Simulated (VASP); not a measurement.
```xyz
2
Lattice="2.8000 0.0000 0.0000 0.0000 2.8000 0.0000 0.0000 0.0000 3.6700" Properties=species:S:1:pos:R:3 pbc="T T T"
Cu     0.0000     0.0000     0.0000
Au     1.4000     1.4000     1.8350
```

Calculation: PBE GGA, VASP's PBE PAW potentials (set 64) (plane waves; VASP). Settings: 400 eV cut-off, 8×8×6 Γ-centred mesh, first-order Methfessel-Paxton smearing of 0.10 eV, potentials Cu Au.

Gaps are read on the run's mesh, which can miss a band edge. Unless said otherwise, spin-orbit coupling is left out, though it shifts the bands of the heavy elements here.

Q: What does the run give for the energy per atom (σ→0), pressure, band gap (on the k-mesh) with the smallest direct gap where there is one?

A: 
| Item | Value |
|---|---|
| band gap (on the k-mesh) | none (metal, semimetal or under 0.01 eV) |
| energy per atom (σ→0) | -3.512 eV/atom |
| pressure | 6.72 GPa |

The absolute energy has meaning only against runs of the same code, potentials and settings.

The compound is CuAu in the L1_0 structure. The cell was not relaxed at this level. The run is one of a series of settings (KPOINTS 8×8×6 Γ-centred mesh against the base run), some of them coarse on purpose.
